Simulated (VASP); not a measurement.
Runs of VASP 6.6.1 on Zn6C. It takes space group Im-3m (No. 229, cubic). Conventional cell: a = 6.315 Å, b = 6.315 Å, c = 6.315 Å, α = 90.00°, β = 90.00°, γ = 90.00°. Around Zn (site symmetry 4mm) lie 1 C at 2.02 Å and 1 Zn at 2.27 Å. C (site symmetry m-3m) has 6 Zn at 2.02 Å as nearest neighbours. The cell was built by a generator and needn't be a form met in nature.

```tsv
level	gap on the mesh (eV)	pressure (GPa)	relaxed volume (Å³/atom)
PBEsol+D3(BJ)	none	0.0	16.60
PBEsol+rVV10	none	0.0	(b)
PBEsol+D3	none	0.0	(a)
PBEsol	none	0.0	17.17
PBEsol+D4	none	0.0	16.85
```

Alike in all rows: task relaxation of cell and atoms; potentials or basis VASP PAW PBE potentials, release 64 (Zn, C); no spin polarisation; cell relaxed; k mesh 5 × 5 × 5; cutoff (eV) 600; smearing fermi-dirac 0.05 eV.

Q: Estimate the missing entries.

A: (a) 16.82; (b) 17.07.

Caveats: the PAW data sets were made with another functional, which shifts forces and pressure a little; pairwise dispersion overbinds metals, which lowers pressure and volume (some runs).

A gap of «none» marks a metal or a gap under the smearing width.

Runs at the PBE level aren't shown here.
